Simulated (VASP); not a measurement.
# Rb2NbF6 (P-3m1) in VASP: notebook

Runs on Rb2NbF6. Level: LDA. Tasks: single point.

Program: VASP 6.6.1. These are calculated values, not measurements. Logs are shortened: lines on timing, memory, paths and dates and some standing lists are left out, and cuts for length are marked.

### 1 Starting point

Symmetry: P-3m1, No. 164, trigonal system. The conventional cell has a = 6.071 Å, b = 6.071 Å, c = 4.801 Å, α = 90.00°, β = 90.00°, γ = 120.00°. Rb (site symmetry 3m) has 12 F at 2.92 to 3.17 Å as nearest neighbours. Around Nb (site symmetry -3m) lie 6 F at 1.91 Å. F (site symmetry m) has 1 Nb at 1.91 Å as nearest neighbours.

### 2 Single point, LDA, collinear spin, typed start

The input, INCAR:

```
SYSTEM = Rb2NbF6
  PREC = Accurate
  ENCUT = 520
  EDIFF = 1E-6
  ISMEAR = 0
  SIGMA = 0.05
  LREAL = .False.
  LASPH = .True.
  NELM = 150
  ALGO = Fast
  ISIF = 2
  LWAVE = .False.
  LCHARG = .True.
  ISPIN = 2
  MAGMOM = 0 0 1 0 0 0 0 0 0
  LORBIT = 11
  LMAXMIX = 4
  GGA = CA
  LELF = .True.
  LVHAR = .True.
  NBANDS = 50
```

The input, KPOINTS:

```
Automatic mesh
0
Gamma
  4 4 4
  0 0 0
```

The input, POSCAR:

```
Rb2NbF6
1.0
    6.0708988700      0.0000000000      0.0000000000
   -3.0354494400      5.2575526500      0.0000000000
    0.0000000000      0.0000000000      4.8006003500
Rb Nb F
2 1 6
Direct
    0.3333333333      0.6666666667      0.6690000000
    0.6666666667      0.3333333333      0.3310000000
    0.0000000000      0.0000000000      0.0000000000
    0.1560000000      0.8440000000      0.2020000000
    0.1560000000      0.3120000000      0.2020000000
    0.6880000000      0.8440000000      0.2020000000
    0.8440000000      0.1560000000      0.7980000000
    0.3120000000      0.1560000000      0.7980000000
    0.8440000000      0.6880000000      0.7980000000
```

Potentials or basis: VASP PAW LDA potentials, release 64 (Rb_sv, Nb_sv, F).

Run with:

```bash
> cat potpaw_LDA.64/Rb_sv/POTCAR potpaw_LDA.64/Nb_sv/POTCAR potpaw_LDA.64/F/POTCAR > POTCAR
> mpirun -np 1 vasp_std > vasp.out
```

OUTCAR:

```text
SYSTEM = Rb2NbF6
   PREC = Accurate
   ENCUT = 520
   EDIFF = 1E-6
   ISMEAR = 0
   LREAL = .False.
   LASPH = .True.
   NELM = 150
   ISIF = 2
   ISPIN = 2
   LORBIT = 11
   GGA = CA

 ion  position               nearest neighbor table
   1  0.333  0.667  0.669-   6 2.92   4 2.92   5 2.92   9 3.10   9 3.10   7 3.10   7 3.10   8 3.10
                             8 3.10   6 3.17   4 3.17   5 3.17   3 3.85   3 3.85   3 3.85   2 3.86
   2  0.667  0.333  0.331-   8 2.92   7 2.92   9 2.92   5 3.10   5 3.10   4 3.10   4 3.10   6 3.10
                             6 3.10   8 3.17   7 3.17   9 3.17   3 3.85   3 3.85   3 3.85   1 3.86
   3  0.000  0.000  0.000-   6 1.91   8 1.91   7 1.91   4 1.91   5 1.91   9 1.91   2 3.85   1 3.85
                             2 3.85   1 3.85   2 3.85   1 3.85
   4  0.156  0.844  0.202-   3 1.91   1 2.92   2 3.10   2 3.10   1 3.17
   5  0.156  0.312  0.202-   3 1.91   1 2.92   2 3.10   2 3.10   1 3.17
   6  0.688  0.844  0.202-   3 1.91   1 2.92   2 3.10   2 3.10   1 3.17
   7  0.844  0.156  0.798-   3 1.91   2 2.92   1 3.10   1 3.10   2 3.17
   8  0.312  0.156  0.798-   3 1.91   2 2.92   1 3.10   1 3.10   2 3.17
   9  0.844  0.688  0.798-   3 1.91   2 2.92   1 3.10   1 3.10   2 3.17

  LATTYP: Found a hexagonal cell.
 ALAT       =     6.0708988700
 C/A-ratio  =     0.7907561059

  Lattice vectors:

 A1 = (   6.0708988700,   0.0000000000,   0.0000000000)
 A2 = (  -3.0354494400,   5.2575526500,   0.0000000000)
 A3 = (   0.0000000000,   0.0000000000,   4.8006003500)

Analysis of symmetry for initial positions (statically):
=====================================================================
 Subroutine PRICEL returns:
 Original cell was already a primitive cell.

 Routine SETGRP: Setting up the symmetry group for a
 hexagonal supercell.

 Subroutine GETGRP returns: Found 12 space group operations
 (whereof 12 operations were pure point group operations)
 out of a pool of 24 trial point group operations.

The static configuration has the point symmetry D_3d.

Analysis of symmetry for dynamics (positions and initial velocities):
=====================================================================
 Subroutine PRICEL returns:
 Original cell was already a primitive cell.

 Routine SETGRP: Setting up the symmetry group for a
 hexagonal supercell.

 Subroutine GETGRP returns: Found 12 space group operations
 (whereof 12 operations were pure point group operations)
 out of a pool of 24 trial point group operations.

The dynamic configuration has the point symmetry D_3d.

Analysis of structural, dynamic, and magnetic symmetry:
=====================================================================
 Subroutine PRICEL returns:
 Original cell was already a primitive cell.

 Routine SETGRP: Setting up the symmetry group for a
 hexagonal supercell.

 Subroutine GETGRP returns: Found 12 space group operations
 (whereof 12 operations were pure point group operations)
 out of a pool of 24 trial point group operations.

The overall configuration has the point symmetry D_3d.

 Subroutine INISYM returns: Found 12 space group operations
 (whereof 12 operations are pure point group operations),
 and found     1 'primitive' translations

----------------------------------------------------------------------------------------

                                     Primitive cell

  volume of cell :     153.2259

  direct lattice vectors                    reciprocal lattice vectors
     6.070898870  0.000000000  0.000000000     0.164720253  0.095101283  0.000000000
    -3.035449440  5.257552650  0.000000000     0.000000000  0.190202565  0.000000000
     0.000000000  0.000000000  4.800600350     0.000000000  0.000000000  0.208307280

  length of vectors
     6.070898870  6.070898877  4.800600350     0.190202565  0.190202565  0.208307280

  position of ions in fractional coordinates (direct lattice)
     0.333333333  0.666666667  0.669000000
     0.666666667  0.333333333  0.331000000
     0.000000000  0.000000000  0.000000000
     0.156000000  0.844000000  0.202000000
     0.156000000  0.312000000  0.202000000
     0.688000000  0.844000000  0.202000000
     0.844000000  0.156000000  0.798000000
     0.312000000  0.156000000  0.798000000
[... 63 lines left out ...]
 SYSTEM =  Rb2NbF6
   PREC   = accura    normal or accurate (medium, high low for compatibility)
   ISTART =      0    job   : 0-new  1-cont  2-samecut
   ICHARG =      2    charge: 1-file 2-atom 10-const
   ISPIN  =      2    spin polarized calculation?
   LNONCOLLINEAR =      F non collinear calculations
   LSORBIT =      F    spin-orbit coupling
   LASPH  =      T    aspherical Exc in radial PAW
   ENCUT  =  520.0 eV  38.22 Ry    6.18 a.u.  11.29 11.29  8.93*2*pi/ulx,y,z
   NELM   =    150;   NELMIN=  2; NELMDL= -5     # of ELM steps
   EDIFF  = 0.1E-05   stopping-criterion for ELM
   LREAL  =      F    real-space projection
   EDIFFG = 0.1E-04   stopping-criterion for IOM
   NSW    =      0    number of steps for IOM
   IBRION =     -1    ionic relax: 0-MD 1-quasi-New 2-CG
   NFREE  =      0    steps in history (QN), initial steepest desc. (CG)
   ISIF   =      2    stress and relaxation
   ISYM   =      2    0-nonsym 1-usesym 2-fastsym
   POTIM  = 0.5000    time-step for ionic-motion
   TEBEG  =    0.0;   TEEND  =   0.0 temperature during run
   PSTRESS=    0.0 pullay stress
   NELECT =      73.0000    total number of electrons
   NUPDOWN=      -1.0000    fix difference up-down
   EMIN   =  10.00;   EMAX   =-10.00  energy-range for DOS
   EFERMI =   0.00;   METHOD = LEGACY
   ISMEAR =     0;   SIGMA  =   0.05  broadening in eV -4-tet -1-fermi 0-gaus
   EFERMI_NEDOS =   21; number of points for ismear=-14 and -15
   IALGO  =     68    algorithm
   IMIX   =      4    mixing-type and parameters
     AMIX     =   0.40;   BMIX     =  1.00
     AMIX_MAG =   1.60;   BMIX_MAG =  1.00
  volume/ion in A,a.u.               =      17.03       114.89
  Fermi-wavevector in a.u.,A,eV,Ry     =   1.278611  2.416224 22.243427  1.634846
  Thomas-Fermi vector in A             =   2.411144
   LORBIT       =     11    0 simple, 1 ext, 2 COOP (PROOUT), +10 PAW based schemes
   GGA     = CA    functional components
   LHFCALC =     F    Hartree Fock is set to
   AEXX    =    0.0000 exact exchange contribution
   IVDW    =     0    specifies the selected vdW correction
   LEPSILON=     F    determine dielectric tensor
   LRPA    =     F    only Hartree local field effects (RPA)
 spin polarized calculation
 RMM-DIIS sequential band-by-band and
 Gauss-broadening in eV      SIGMA  =   0.05
  energy-cutoff  :      520.00
  volume of cell :      153.23
 maximum number of plane-waves:      4144
 NGX is ok and might be reduce to    48
   NGX = 23   NGY = 23   NGZ = 17

 number of electron      73.0000075 magnetization       0.9999938

 Free energy of the ion-electron system (eV)
  ---------------------------------------------------
  ext. energy  EPLUGINS =         0.00000000
  ---------------------------------------------------
  free energy    TOTEN  =       -53.89607284 eV

  energy without entropy =      -53.88836169  energy(sigma->0) =      -53.89221727

 E-fermi :   3.8885     XC(G=0):  -9.5803

 val. band max:        3.8524762135   @ k =   0.5000  -0.0000   0.5000
 cond. band min:       3.8895262799   @ k =   0.0000   0.0000   0.0000
 fundamental gap:      0.0370500664
 Fermi energy:         3.8885075107

 spin component 1

 k-point     1 :       0.0000    0.0000    0.0000
  band No.  band energies     occupation
      1     -53.9012      1.00000
      2     -30.8530      1.00000
      3     -30.8530      1.00000
      4     -30.3662      1.00000
      5     -24.6563      1.00000
      6     -24.5521      1.00000
[... 652 lines left out ...]
     47       9.0367      0.00000
     48       9.1294      0.00000
 Fermi energy:         3.8885075107

 spin component 2

 k-point     1 :       0.0000    0.0000    0.0000
  band No.  band energies     occupation
      1     -53.4315      1.00000
      2     -30.4902      1.00000
      3     -30.4902      1.00000
      4     -29.6912      1.00000
      5     -24.6544      1.00000
      6     -24.5509      1.00000
[... 652 lines left out ...]
     47       9.1851      0.00000
     48       9.4530      0.00000
 [bands above 48 left out]

------------------------ aborting loop because EDIFF is reached ----------------------------------------

  FORCE on cell =-STRESS in cart. coord.  units (eV):
  Direction    XX          YY          ZZ          XY          YZ          ZX
  --------------------------------------------------------------------------------------
  -------------------------------------------------------------------------------------
  Total        4.6397638      4.6397638      2.2145454     -0.0000000      0.0000000      0.0000000
  in kB       48.5148034     48.5148035     23.1559704     -0.0000000      0.0000000      0.0000000
  external PRESSURE =      40.0618591 kB  Pullay stress =       0.0000000 kB

 VOLUME and BASIS-vectors are now :
 -----------------------------------------------------------------------------
  energy-cutoff  :      520.00
  volume of cell :      153.23
      direct lattice vectors                 reciprocal lattice vectors
     6.070898870  0.000000000  0.000000000     0.164720253  0.095101283  0.000000000
    -3.035449440  5.257552650  0.000000000     0.000000000  0.190202565  0.000000000
     0.000000000  0.000000000  4.800600350     0.000000000  0.000000000  0.208307280

 POSITION                                       TOTAL-FORCE (eV/Angst)
 -----------------------------------------------------------------------------------
     -0.00000      3.50504      3.21160        -0.000000     -0.000000      0.114394
      3.03545      1.75252      1.58900        -0.000000     -0.000000     -0.114394
      0.00000      0.00000      0.00000        -0.000000     -0.000000      0.000000
     -1.61486      4.43737      0.96972         1.370901     -0.791490      1.099354
     -0.00000      1.64036      0.96972        -0.000000      1.582980      1.099354
      1.61486      4.43737      0.96972        -1.370901     -0.791490      1.099354
      4.65031      0.82018      3.83088        -1.370901      0.791490     -1.099354
      1.42059      0.82018      3.83088         1.370901      0.791490     -1.099354
      3.03545      3.61720      3.83088         0.000000     -1.582980     -1.099354
 -----------------------------------------------------------------------------------
    total drift:                               -0.000000     -0.000000     -0.000000

  FREE ENERGIE OF THE ION-ELECTRON SYSTEM (eV)
  ---------------------------------------------------
  free  energy   TOTEN  =       -53.8960728443 eV

  energy  without entropy=      -53.8883616949  energy(sigma->0) =      -53.89221727

 total charge

# of ion       s       p       d       tot
------------------------------------------
    1        1.933   5.340   0.016   7.289
    2        1.933   5.340   0.016   7.289
    3        2.199   6.149   2.268  10.616
    4        1.733   4.359   0.000   6.092
    5        1.733   4.359   0.000   6.092
    6        1.733   4.359   0.000   6.092
    7        1.733   4.359   0.000   6.092
    8        1.733   4.359   0.000   6.092
    9        1.733   4.359   0.000   6.092
--------------------------------------------------
tot         16.461  42.984   2.300  61.745

 magnetization (x)

# of ion       s       p       d       tot
------------------------------------------
    1        0.000   0.000   0.001   0.001
    2        0.000   0.000   0.001   0.001
    3        0.009   0.004   0.712   0.725
    4        0.000   0.015   0.000   0.016
    5        0.000   0.015   0.000   0.016
    6        0.000   0.015   0.000   0.016
    7        0.000   0.015   0.000   0.016
    8        0.000   0.015   0.000   0.016
    9        0.000   0.015   0.000   0.016
--------------------------------------------------
tot          0.011   0.097   0.713   0.821
```

Wall time 7.1 min (1 thread of AMD EPYC 9R45 (Zen 5), shared host); peak memory 0.3 GiB.

What came out:

- Free energy: -53.8961 eV
- Pressure: 4.0 GPa
- Largest force: 1.927 eV/Å
- Band gap on the k mesh: none (metal or under the smearing width)
- Net moment: 1.00 μB per cell
- Site moments: Rb +0.00; Nb +0.72; F +0.02 μB
- Valence electrons inside the program's atomic spheres: Rb 7.29; Nb 10.62; F 6.09

Forces on the atoms (eV/Å):
```
Rb   0.000  0.000  0.114
Rb   0.000  0.000 -0.114
Nb   0.000  0.000  0.000
F    1.371 -0.791  1.099
F    0.000  1.583  1.099
F   -1.371 -0.791  1.099
F   -1.371  0.791 -1.099
F    1.371  0.791 -1.099
F    0.000 -1.583 -1.099
```

Stress tensor (GPa, compression positive):
```
4.85 0.00 0.00
0.00 4.85 0.00
0.00 0.00 2.32
```

Levels at points of the mesh, in eV from the Fermi level:
Spin up:
| k point | band 35 | band 36 | band 37 | band 38 | band 39 | band 40 |
| --- | --- | --- | --- | --- | --- | --- |
| (0.00, 0.00, 0.00) | -6.60 | -6.55 | -0.28 | 0.00 | 0.00 | 0.83 |
| (0.50, 0.00, 0.00) | -6.70 | -6.61 | -0.16 | 0.08 | 0.19 | 2.55 |
| (0.00, 0.00, 0.50) | -6.61 | -6.61 | -0.10 | 0.05 | 0.05 | 2.61 |
| (0.50, 0.00, 0.50) | -6.70 | -6.57 | -0.04 | 0.08 | 0.16 | 2.88 |
Spin down:
| k point | band 34 | band 35 | band 36 | band 37 | band 38 | band 39 |
| --- | --- | --- | --- | --- | --- | --- |
| (0.00, 0.00, 0.00) | -6.54 | -6.54 | -6.53 | 0.33 | 0.33 | 0.41 |
| (0.50, 0.00, 0.00) | -6.67 | -6.67 | -6.56 | 0.39 | 0.54 | 0.70 |
| (0.00, 0.00, 0.50) | -6.62 | -6.55 | -6.55 | 0.39 | 0.39 | 0.76 |
| (0.50, 0.00, 0.50) | -6.74 | -6.65 | -6.52 | 0.35 | 0.50 | 0.91 |

Caveat: forces of over 1 eV/Å show positions far from the minimum, so gaps and moduli don't describe the material at rest.

### 3 Single point, LDA, collinear spin, twin_end start

The input, INCAR:

```
PREC = Accurate ; ENCUT = 520
EDIFF = 1E-7 ; ISMEAR = 0
SIGMA = 0.05 ; LREAL = F
LASPH = T ; NELM = 150
ALGO = Normal ; ISIF = 2
LWAVE = F ; LCHARG = T
ISPIN = 2 ; MAGMOM = 0 0 0.45 0.02 0.02 0.02 0.02 0.02 0.02
LORBIT = 11 ; LMAXMIX = 4
GGA = CA ; LELF = T
LVHAR = T ; NBANDS = 50
```

The input, KPOINTS:

```
regular mesh
0
Gamma
  4 4 4
```

POSCAR is that of step 2.

Potentials or basis: VASP PAW LDA potentials, release 64 (Rb_sv, Nb_sv, F).

Run with:

```bash
> cat potpaw_LDA.64/Rb_sv/POTCAR potpaw_LDA.64/Nb_sv/POTCAR potpaw_LDA.64/F/POTCAR > POTCAR
> mpirun -np 1 vasp_std > vasp.out
```

Wall time 2.9 min (1 thread of AMD EPYC 9R45 (Zen 5), shared host); peak memory 0.3 GiB.

The run converged. Its results:

* Free energy: -53.8961 eV
* Pressure: 4.1 GPa
* Largest force: 1.929 eV/Å
* Band gap on the k mesh: none (metal or under the smearing width)
* Net moment: 1.00 μB per cell
* Site moments: Rb +0.00; Nb +0.72; F +0.02 μB
* Valence electrons inside the program's atomic spheres: Rb 7.29; Nb 10.62; F 6.09

Forces in eV/Å, atoms in the order of the input:
```
Rb   0.000  0.000  0.114
Rb   0.000  0.000 -0.114
Nb   0.000  0.000  0.000
F    1.372 -0.792  1.100
F    0.000  1.584  1.100
F   -1.372 -0.792  1.100
F   -1.372  0.792 -1.100
F    1.372  0.792 -1.100
F    0.000 -1.584 -1.100
```

Stress tensor (GPa, compression positive):
```
4.95 0.00 0.00
0.00 4.95 0.00
0.00 0.00 2.41
```

Levels at points of the mesh, in eV from the Fermi level:
Spin up:
```tsv
k point	band 35	band 36	band 37	band 38	band 39	band 40
(0.00, 0.00, 0.00)	-6.60	-6.56	-0.28	0.00	0.00	0.83
(0.50, 0.00, 0.00)	-6.70	-6.62	-0.16	0.08	0.19	2.55
(0.00, 0.00, 0.50)	-6.61	-6.61	-0.10	0.05	0.05	2.61
(0.50, 0.00, 0.50)	-6.70	-6.57	-0.04	0.08	0.16	2.88
```
Spin down:
| k point | band 33 | band 34 | band 35 | band 36 | band 37 | band 38 | band 39 | band 40 |
| --- | --- | --- | --- | --- | --- | --- | --- | --- |
| (0.00, 0.00, 0.00) | -6.76 | -6.54 | -6.54 | -6.53 | 0.33 | 0.33 | 0.41 | 1.03 |
| (0.50, 0.00, 0.00) | -6.82 | -6.67 | -6.67 | -6.57 | 0.39 | 0.54 | 0.70 | 2.57 |
| (0.00, 0.00, 0.50) | -6.80 | -6.63 | -6.56 | -6.56 | 0.39 | 0.39 | 0.76 | 2.66 |
| (0.50, 0.00, 0.50) | -6.78 | -6.75 | -6.65 | -6.52 | 0.35 | 0.50 | 0.91 | 2.96 |

Caveat: forces of over 1 eV/Å show positions far from the minimum, so gaps and moduli don't describe the material at rest.

### 4 Single point, LDA, collinear spin, twin_end start

The input, INCAR:

```
SYSTEM = Rb2NbF6
ALGO     = Normal         ! electronic algorithm
EDIFF    = 1E-6           ! SCF threshold, eV
ENCUT    = 520            ! plane-wave cutoff, eV
GGA      = CA             ! functional
ISIF     = 2              ! what is computed and relaxed
ISMEAR   = 0              ! smearing method
ISPIN    = 2              ! spin polarisation
LASPH    = .TRUE.         ! aspherical terms in the spheres
LCHARG   = .FALSE.        ! write CHGCAR
LMAXMIX  = 4              ! l up to which the mixer works
LORBIT   = 11             ! projections on sites
LREAL    = .FALSE.        ! projectors in reciprocal space
LWAVE    = .FALSE.        ! write WAVECAR
MAGMOM   = 0 0 0.45 0.02 0.02 0.02 0.02 0.02 0.02 ! initial moments
NBANDS   = 50             ! bands
NELM     = 150            ! most SCF steps
PREC     = Accurate       ! precision mode
SIGMA    = 0.05           ! smearing width, eV
```

The input, KPOINTS:

```
k-points
0
G
  4 4 4
  0 0 0
```

POSCAR is that of step 3.

Run with:

```bash
> cat potpaw_LDA.64/Rb_sv/POTCAR potpaw_LDA.64/Nb_sv/POTCAR potpaw_LDA.64/F/POTCAR > POTCAR
> mpirun -np 1 vasp_std > vasp.out
```

Run time: 2.7 min. Hardware: 1 thread of AMD EPYC 9R45 (Zen 5), shared host; peak memory 0.3 GiB.

Results (log left out):

```
Free energy                                           : -53.8961 eV
Pressure                                              : 4.1 GPa
Largest force                                         : 1.928 eV/Å
Band gap on the k mesh                                : none (metal or under the smearing width)
Net moment                                            : 1.00 μB per cell
Site moments                                          : Rb +0.00; Nb +0.72; F +0.02 μB
Valence electrons inside the program's atomic spheres : Rb 7.29; Nb 10.62; F 6.09
```

Forces in eV/Å, atoms in the order of the input:
```
Rb   0.000  0.000  0.114
Rb   0.000  0.000 -0.114
Nb   0.000  0.000  0.000
F    1.372 -0.792  1.100
F    0.000  1.584  1.100
F   -1.372 -0.792  1.100
F   -1.372  0.792 -1.100
F    1.372  0.792 -1.100
F    0.000 -1.584 -1.100
```

Stress tensor (GPa, compression positive):
```
4.95 0.00 0.00
0.00 4.95 0.00
0.00 0.00 2.41
```

Levels at points of the mesh, in eV from the Fermi level:
Spin up:
```tsv
k point	band 33	band 34	band 35	band 36	band 37	band 38	band 39	band 40	band 41	band 42
(0.00, 0.00, 0.00)	-6.82	-6.60	-6.60	-6.56	-0.28	0.00	0.00	0.83	4.11	4.13
(0.50, 0.00, 0.00)	-6.88	-6.73	-6.70	-6.62	-0.16	0.08	0.19	2.55	2.79	3.26
(0.00, 0.00, 0.50)	-6.85	-6.65	-6.61	-6.61	-0.10	0.05	0.05	2.61	3.36	3.38
(0.50, 0.00, 0.50)	-6.80	-6.80	-6.70	-6.57	-0.04	0.08	0.16	2.88	3.54	3.96
```
Spin down:
| k point | band 32 | band 33 | band 34 | band 35 | band 36 | band 37 | band 38 | band 39 | band 40 | band 41 |
| --- | --- | --- | --- | --- | --- | --- | --- | --- | --- | --- |
| (0.00, 0.00, 0.00) | -6.91 | -6.76 | -6.54 | -6.54 | -6.53 | 0.33 | 0.33 | 0.41 | 1.03 | 4.14 |
| (0.50, 0.00, 0.00) | -6.97 | -6.82 | -6.67 | -6.67 | -6.57 | 0.39 | 0.54 | 0.70 | 2.57 | 2.89 |
| (0.00, 0.00, 0.50) | -6.80 | -6.80 | -6.63 | -6.56 | -6.56 | 0.39 | 0.39 | 0.76 | 2.66 | 3.42 |
| (0.50, 0.00, 0.50) | -6.84 | -6.78 | -6.75 | -6.65 | -6.52 | 0.35 | 0.50 | 0.91 | 2.96 | 3.60 |

Caveat: forces of over 1 eV/Å show positions far from the minimum, so gaps and moduli don't describe the material at rest.
